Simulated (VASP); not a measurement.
Consider the following.

```
SnO
1.0
    4.13255     0.00000     0.00000
   -2.06627     3.57889     0.00000
    0.00000     0.00000     5.18049
Sn O
2 2
Direct
  0.33333   0.66667   0.25000
  0.66667   0.33333   0.75000
  0.33333   0.66667   0.75000
  0.66667   0.33333   0.25000
```

These are r2SCAN meta-GGA, VASP's PBE PAW potentials (set 64) (plane waves; VASP 6.6.1) values and carry that method's errors. Settings: 520 eV cut-off, 14×14×10 Γ-centred mesh, Gaussian smearing of 0.010 eV, potentials Sn_d O.

Predict the energy per atom (σ→0).

```
Property                         Value
---------------------  ---------------
energy per atom (σ→0)  -16105 meV/atom
```

The structure was generated: SnO was put into the h-BN type (P6_3/mmc), which need not be its known phase. It was relaxed first, which changed the volume by -24 %.
